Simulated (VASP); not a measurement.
# Si3Bi2Te3 (P1) in VASP: relaxation of cell and atoms with PBE

Aim: the relaxation of cell and atoms of Si3Bi2Te3 with PBE.

All numbers are computed with VASP 6.6.1; they aren't measurements. Logs are shortened: lines on timing, memory, paths and dates and some standing lists are left out, and cuts for length are marked.

**1. The crystal as given**

The typed cell holds 16 atoms: a = 4.137 Å, b = 4.134 Å, c = 32.102 Å, α = 88.99°, β = 91.86°, γ = 120.80°.

The cell was built by a generator and needn't be a form met in nature.

**2. Relaxation of cell and atoms, PBE**

The input, INCAR:

```
SYSTEM = Si3Bi2Te3
PREC = Normal ; ENCUT = 520
EDIFF = 1E-5 ; ISMEAR = 0
SIGMA = 0.15 ; LREAL = Auto
LASPH = .TRUE. ; NELM = 80
ALGO = Fast ; ISIF = 3
LWAVE = .FALSE. ; LCHARG = .FALSE.
GGA = PE ; IBRION = 2
NSW = 110 ; EDIFFG = -0.03
ISYM = 0
```

The input, KPOINTS:

```
Automatic mesh
0
G
  6 6 1
  0 0 0
```

The input, POSCAR:

```
Si3Bi2Te3
1.0
    4.1360660300     -0.0277908300     -0.0670077000
   -2.0921005800      3.5647856100      0.0360405000
   -0.5212313500      0.0227843300     32.0980082600
Si Bi Te
6 4 6
Direct
    0.3471140000      0.6867609300      0.0117930200
    0.3272695100      0.6415424500      0.0839000200
    0.9961254200      0.9944929100      0.1017520900
    0.6756504000      0.3837355300      0.9838888900
    0.6591001700      0.3788540800      0.9136773100
    0.0015558600      0.0285921900      0.8932561200
    0.9720266200      0.9865964000      0.3927519500
    0.3214927400      0.6579137900      0.2508447900
    0.7056958100      0.3247841200      0.7437940900
    0.9779877500      0.9579862900      0.6118101400
    0.3398262100      0.6545906000      0.4533299900
    0.7000498700      0.3509472300      0.3219149400
    0.0328874800      0.0468467000      0.1865777600
    0.0113479100      0.0235312400      0.8176540200
    0.6660246900      0.2771809100      0.5464693500
    0.3055499000      0.6894953500      0.6745426000
```

Potentials or basis: VASP PAW PBE potentials, release 64 (Si, Bi_d, Te).

Started as:

```bash
> cat potpaw_PBE.64/Si/POTCAR potpaw_PBE.64/Bi_d/POTCAR potpaw_PBE.64/Te/POTCAR > POTCAR
> mpirun -np 8 vasp_std > vasp.out
```

OUTCAR:

```text
SYSTEM = Si3Bi2Te3
   PREC = Normal
   ENCUT = 520
   EDIFF = 1E-5
   ISMEAR = 0
   LREAL = Auto
   LASPH = .TRUE.
   NELM = 80
   ISIF = 3
   GGA = PE
   IBRION = 2
   NSW = 110
   EDIFFG = -0.03
   ISYM = 0

 ion  position               nearest neighbor table
   1  0.347  0.687  0.012-   2 2.32   4 2.47   4 2.53   4 2.63
   2  0.327  0.642  0.084-   1 2.32   3 2.37   3 2.43   3 2.54
   3  0.996  0.994  0.102-   2 2.37   2 2.43   2 2.54  13 2.73
   4  0.676  0.384  0.984-   5 2.25   1 2.47   1 2.53   1 2.63
   5  0.659  0.379  0.914-   4 2.25   6 2.40   6 2.41   6 2.59
   6  0.002  0.029  0.893-   5 2.40   5 2.41  14 2.43   5 2.59
   7  0.972  0.987  0.393-  11 3.01  11 3.07  11 3.14  12 3.19  12 3.22  12 3.49
   8  0.321  0.658  0.251-  13 3.00  13 3.16  12 3.22  13 3.31  12 3.31  12 3.36
   9  0.706  0.325  0.744-  16 3.13  14 3.18  16 3.18  14 3.45  14 3.48  16 3.49
  10  0.978  0.958  0.612-  16 2.90  15 3.05  16 3.19  15 3.21  15 3.27  16 3.30
  11  0.340  0.655  0.453-   7 3.01   7 3.07   7 3.14
  12  0.700  0.351  0.322-   7 3.19   7 3.22   8 3.22   8 3.31   8 3.36   7 3.49
  13  0.033  0.047  0.187-   3 2.73   8 3.00   8 3.16   8 3.31
  14  0.011  0.024  0.818-   6 2.43   9 3.18   9 3.45   9 3.48
  15  0.666  0.277  0.546-  10 3.05  10 3.21  10 3.27
  16  0.306  0.689  0.675-  10 2.90   9 3.13   9 3.18  10 3.19  10 3.30   9 3.49

IMPORTANT INFORMATION: All symmetrisations will be switched off!
NOSYMM: (Re-)initialisation of all symmetry stuff for point group C_1.

----------------------------------------------------------------------------------------

                                     Primitive cell

  volume of cell :     471.2687

  direct lattice vectors                    reciprocal lattice vectors
     4.136066030 -0.027790830 -0.067007700     0.242795034  0.142452656  0.003841568
    -2.092100580  3.564785610  0.036040500     0.001889588  0.281632450 -0.000169228
    -0.521231350  0.022784330 32.098008260     0.000504736 -0.000018841  0.031162791

  length of vectors
     4.136702137  4.133507010 32.102248138     0.281526101  0.281638840  0.031166884

  position of ions in fractional coordinates (direct lattice)
     0.347114000  0.686760930  0.011793020
     0.327269510  0.641542450  0.083900020
     0.996125420  0.994492910  0.101752090
     0.675650400  0.383735530  0.983888890
     0.659100170  0.378854080  0.913677310
     0.001555860  0.028592190  0.893256120
[... 8 lines left out ...]
     0.666024690  0.277180910  0.546469350
     0.305549900  0.689495350  0.674542600

  ion indices of the primitive-cell ions
   primitive index   ion index
                 1           1
                 2           2
                 3           3
                 4           4
                 5           5
                 6           6
[... 8 lines left out ...]
                15          15
                16          16

----------------------------------------------------------------------------------------

 KPOINTS: Automatic mesh

Automatic generation of k-mesh.
 Grid dimensions read from file:
 generate k-points for:    6    6    1

 Generating k-lattice:

  Cartesian coordinates                     Fractional coordinates (reciprocal lattice)
     0.040465839  0.023742109  0.000640261     0.166666667 -0.000000000  0.000000000
     0.000314931  0.046938742 -0.000028205    -0.000000000  0.166666667  0.000000000
     0.000504736 -0.000018841  0.031162791     0.000000000  0.000000000  1.000000000

  Length of vectors
     0.046921017  0.046939807  0.031166884

  Shift w.r.t. Gamma in fractional coordinates (k-lattice)
     0.000000000  0.000000000  0.000000000

 Subroutine IBZKPT returns following result:
 ===========================================

 Found     20 irreducible k-points:

 Following reciprocal coordinates:
            Coordinates               Weight
  0.000000  0.000000  0.000000      1.000000
  0.166667 -0.000000  0.000000      2.000000
  0.333333  0.000000  0.000000      2.000000
  0.500000 -0.000000  0.000000      1.000000
 -0.000000  0.166667  0.000000      2.000000
  0.166667  0.166667  0.000000      2.000000
[... 12 lines left out ...]
  0.333333  0.500000  0.000000      2.000000
  0.500000  0.500000  0.000000      1.000000
   k-points           NKPTS =     20   k-points in BZ     NKDIM =     20   number of bands    NBANDS=     72
   number of dos      NEDOS =    301   number of ions     NIONS =     16
   total plane-waves  NPLWV = 103680
   dimension x,y,z NGX =    24 NGY =   24 NGZ =  180
   dimension x,y,z NGXF=    48 NGYF=   48 NGZF=  360
   ions per type =               6   4   6
   NGX,Y,Z   is equivalent  to a cutoff of   9.65,  9.65,  9.32 a.u.
   NGXF,Y,Z  is equivalent  to a cutoff of  19.29, 19.31, 18.64 a.u.
 SYSTEM =  Si3Bi2Te3
   PREC   = normal    normal or accurate (medium, high low for compatibility)
   ISTART =      0    job   : 0-new  1-cont  2-samecut
   ICHARG =      2    charge: 1-file 2-atom 10-const
   ISPIN  =      1    spin polarized calculation?
   LNONCOLLINEAR =      F non collinear calculations
   LSORBIT =      F    spin-orbit coupling
   LASPH  =      T    aspherical Exc in radial PAW
   ENCUT  =  520.0 eV  38.22 Ry    6.18 a.u.   7.69  7.69 59.69*2*pi/ulx,y,z
   NELM   =     80;   NELMIN=  2; NELMDL= -5     # of ELM steps
   EDIFF  = 0.1E-04   stopping-criterion for ELM
   LREAL  =      T    real-space projection
   EDIFFG = -.3E-01   stopping-criterion for IOM
   NSW    =    110    number of steps for IOM
   IBRION =      2    ionic relax: 0-MD 1-quasi-New 2-CG
   NFREE  =      1    steps in history (QN), initial steepest desc. (CG)
   ISIF   =      3    stress and relaxation
   ISYM   =      0    0-nonsym 1-usesym 2-fastsym
   POTIM  = 0.5000    time-step for ionic-motion
   TEBEG  =    0.0;   TEEND  =   0.0 temperature during run
   PSTRESS=    0.0 pullay stress
   NELECT =     120.0000    total number of electrons
   NUPDOWN=      -1.0000    fix difference up-down
   EMIN   =  10.00;   EMAX   =-10.00  energy-range for DOS
   EFERMI =   0.00;   METHOD = LEGACY
   ISMEAR =     0;   SIGMA  =   0.15  broadening in eV -4-tet -1-fermi 0-gaus
   EFERMI_NEDOS =   21; number of points for ismear=-14 and -15
   IALGO  =     68    algorithm
   IMIX   =      4    mixing-type and parameters
     AMIX     =   0.40;   BMIX     =  1.00
     AMIX_MAG =   1.60;   BMIX_MAG =  1.00
  volume/ion in A,a.u.               =      29.45       198.77
  Fermi-wavevector in a.u.,A,eV,Ry     =   1.037638  1.960851 14.649282  1.076692
  Thomas-Fermi vector in A             =   2.172085
   LORBIT       =      0    0 simple, 1 ext, 2 COOP (PROOUT), +10 PAW based schemes
   GGA     = PE    functional components
   LHFCALC =     F    Hartree Fock is set to
   AEXX    =    0.0000 exact exchange contribution
   IVDW    =     0    specifies the selected vdW correction
   LEPSILON=     F    determine dielectric tensor
   LRPA    =     F    only Hartree local field effects (RPA)
 conjugate gradient relaxation of ions
 non-spin polarized calculation
 RMM-DIIS sequential band-by-band and
 Gauss-broadening in eV      SIGMA  =   0.15
  energy-cutoff  :      520.00
  volume of cell :      471.27
 maximum number of plane-waves:     12757
   NGX = 15   NGY = 15   NGZ =119

--------------------------------------- Ionic step        1  -------------------------------------------

 number of electron     119.9999995 magnetization

 Free energy of the ion-electron system (eV)
  ---------------------------------------------------
  ext. energy  EPLUGINS =         0.00000000
  ---------------------------------------------------
  free energy    TOTEN  =       -65.54631571 eV

  energy without entropy =      -65.47499358  energy(sigma->0) =      -65.51065464

------------------------ aborting loop because EDIFF is reached ----------------------------------------

  FORCE on cell =-STRESS in cart. coord.  units (eV):
  Direction    XX          YY          ZZ          XY          YZ          ZX
  --------------------------------------------------------------------------------------
  -------------------------------------------------------------------------------------
  Total       -2.0216005     -0.7523624      4.7628041     -0.2425615     -0.2972016      3.2158836
  in kB       -6.8728576     -2.5578148     16.1921573     -0.8246388     -1.0103997     10.9330749
  external PRESSURE =       2.2538283 kB  Pullay stress =       0.0000000 kB
[... 131 lines left out ...]
  FREE ENERGIE OF THE ION-ELECTRON SYSTEM (eV)
  ---------------------------------------------------
  free  energy   TOTEN  =       -66.3272131357 eV

  energy  without entropy=      -66.2499428097  energy(sigma->0) =      -66.28857797

[... ionic steps 4 to 27 ...]

--------------------------------------- Ionic step       28  -------------------------------------------

 number of electron     119.9999998 magnetization

------------------------ aborting loop because EDIFF is reached ----------------------------------------

  FORCE on cell =-STRESS in cart. coord.  units (eV):
  Direction    XX          YY          ZZ          XY          YZ          ZX
  --------------------------------------------------------------------------------------
  -------------------------------------------------------------------------------------
  Total       -0.1782344     -0.2252397     -0.1538409     -0.1411650      0.0242532     -0.0493950
  in kB       -0.6118090     -0.7731598     -0.5280757     -0.4845640      0.0832518     -0.1695538
  external PRESSURE =      -0.6376815 kB  Pullay stress =       0.0000000 kB
[... 85 lines left out ...]
  energy  without entropy=      -66.6499121824  energy(sigma->0) =      -66.68557656

--------------------------------------- Ionic step       30  -------------------------------------------

 number of electron     119.9999998 magnetization

 Free energy of the ion-electron system (eV)
  ---------------------------------------------------
  ext. energy  EPLUGINS =         0.00000000
  ---------------------------------------------------
  free energy    TOTEN  =       -66.72189964 eV

  energy without entropy =      -66.65054816  energy(sigma->0) =      -66.68622390

 E-fermi :   6.2864     XC(G=0):  -9.3141

 val. band max:        6.2656553463   @ k =   0.0000   0.3333  -0.0000
 cond. band min:       6.2917758633   @ k =   0.3333   0.0000   0.0000
 fundamental gap:      0.0261205170
 Fermi energy:         6.2863986514

 k-point     1 :       0.0000    0.0000    0.0000
  band No.  band energies     occupation
      1     -17.1313      2.00000
      2     -17.1301      2.00000
      3     -17.1174      2.00000
      4     -17.1140      2.00000
      5     -17.1135      2.00000
      6     -17.1132      2.00000
[... 1532 lines left out ...]
  FREE ENERGIE OF THE ION-ELECTRON SYSTEM (eV)
  ---------------------------------------------------
  free  energy   TOTEN  =       -66.7218996351 eV

  energy  without entropy=      -66.6505481640  energy(sigma->0) =      -66.68622390

 reached required accuracy - stopping structural energy minimisation
```

It took 12 min on 8 MPI ranks of Intel Xeon Platinum 8559C (Emerald Rapids), shared host; peak memory 0.23 GiB.

What came out:

```yaml
Free_energy: -66.7219 eV
Relaxed_volume: 29.15 Å³/atom
Relaxed_cell: a = 4.116 Å, b = 4.108 Å, c = 31.863 Å, α = 89.46°, β = 90.23°, γ = 120.04°
Space_group_after_relaxing_to_0.05_Å: P1 (No. 1)
Energy_gained_by_relaxing: 73.5 meV/atom
Ionic_steps: 30
Pressure_after_relaxing: 0.0 GPa
Largest_force_after_relaxing: 0.028 eV/Å
Band_gap_on_the_k_mesh: none (metal or under the smearing width)
```

Forces on the atoms (eV/Å):
```
Si   0.010 -0.005  0.006
Si  -0.011  0.000 -0.005
Si  -0.003 -0.014  0.000
Si  -0.002 -0.004 -0.008
Si   0.011 -0.012  0.005
Si  -0.005  0.000 -0.005
Bi  -0.008  0.018  0.020
Bi   0.009 -0.006 -0.009
Bi  -0.006  0.002 -0.003
Bi  -0.003  0.017  0.017
Te  -0.001 -0.006  0.000
Te   0.005  0.009  0.023
Te  -0.006 -0.008  0.002
Te   0.003 -0.007 -0.018
Te   0.005 -0.004 -0.021
Te   0.001  0.022 -0.005
```

The path:
| step | energy change (eV) | largest force (eV/Å) | pressure (GPa) | volume (Å³) |
| --- | --- | --- | --- | --- |
| 1 | 0.0000 | 2.1857 | 0.23 | 471.27 |
| 2 | -0.7480 | 0.8430 | -0.90 | 474.00 |
| 3 | -0.7809 | 0.9297 | -1.07 | 474.71 |
| 4 | -0.9932 | 0.5560 | 0.73 | 461.36 |
| 5 | -0.9932 | 0.5641 | 0.81 | 461.11 |
| 6 | -1.0910 | 0.3616 | 0.19 | 467.01 |
| 7 | -1.0973 | 0.3820 | 0.01 | 468.82 |
| 8 | -1.1311 | 0.2061 | -0.37 | 470.41 |
| 9 | -1.1324 | 0.1893 | -0.45 | 470.80 |
| 10 | -1.1492 | 0.1820 | 0.18 | 465.20 |
| 11 | -1.1492 | 0.1816 | 0.19 | 465.21 |
| 12 | -1.1573 | 0.0993 | 0.13 | 465.96 |
| 13 | -1.1583 | 0.1083 | 0.11 | 466.27 |
| 14 | -1.1609 | 0.0711 | -0.15 | 468.14 |
| 15 | -1.1609 | 0.0800 | -0.15 | 468.03 |
| 16 | -1.1631 | 0.0620 | -0.08 | 467.41 |
| 17 | -1.1640 | 0.0856 | -0.03 | 466.84 |
| 18 | -1.1629 | 0.1428 | 0.10 | 465.71 |
| 19 | -1.1641 | 0.0996 | 0.03 | 466.58 |
| 20 | -1.1666 | 0.0828 | 0.04 | 466.46 |
| 21 | -1.1671 | 0.0800 | 0.06 | 466.38 |
| 22 | -1.1690 | 0.0570 | -0.09 | 467.32 |
| 23 | -1.1691 | 0.0611 | -0.11 | 467.46 |
| 24 | -1.1713 | 0.0617 | 0.00 | 466.30 |
| 25 | -1.1720 | 0.0592 | 0.05 | 465.52 |
| 26 | -1.1738 | 0.0366 | 0.09 | 465.52 |
| 27 | -1.1742 | 0.0636 | 0.10 | 465.53 |
| 28 | -1.1749 | 0.0532 | -0.06 | 466.75 |
| 29 | -1.1749 | 0.0502 | -0.07 | 466.57 |
| 30 | -1.1756 | 0.0281 | -0.04 | 466.33 |

Final structure:
```
Si Bi Te
1.0
     4.11575    0.00112   -0.00931
    -2.05694    3.55546    0.01941
    -0.05823    0.13764   31.86310
Si Bi Te
6 4 6
Direct
  0.33372 0.68309 0.00974
  0.33836 0.67661 0.08425
  0.00478 0.00800 0.10498
  0.66742 0.35202 0.98858
  0.66728 0.36815 0.91406
  0.00072 0.03580 0.89339
  0.00520 0.99886 0.39368
  0.33879 0.68071 0.25306
  0.66985 0.31691 0.74546
  0.99799 0.98316 0.60508
  0.33845 0.66236 0.45400
  0.67100 0.33790 0.31933
  0.00546 0.01505 0.18800
  0.00233 0.98871 0.81055
  0.66488 0.32199 0.54486
  0.33348 0.65452 0.67892
```

Levels at points of the mesh, in eV from the Fermi level:
```csv
k point,band 56,band 57,band 58,band 59,band 60,band 61,band 62,band 63,band 64,band 65
"(0.00, 0.00, 0.00)",-0.48,-0.46,-0.42,-0.31,-0.20,0.16,0.64,1.03,1.10,1.17
"(0.50, 0.00, 0.00)",-2.05,-1.67,-1.16,-1.09,-0.44,-0.05,0.03,0.53,0.57,0.68
"(0.00, 0.50, 0.00)",-2.06,-1.67,-1.18,-1.11,-0.49,-0.07,0.01,0.53,0.57,0.66
"(0.50, 0.50, 0.00)",-2.05,-1.67,-1.15,-1.09,-0.43,-0.05,0.02,0.51,0.57,0.70
```

Caveat: spin-orbit coupling is left out, which moves the levels of the heavy elements.
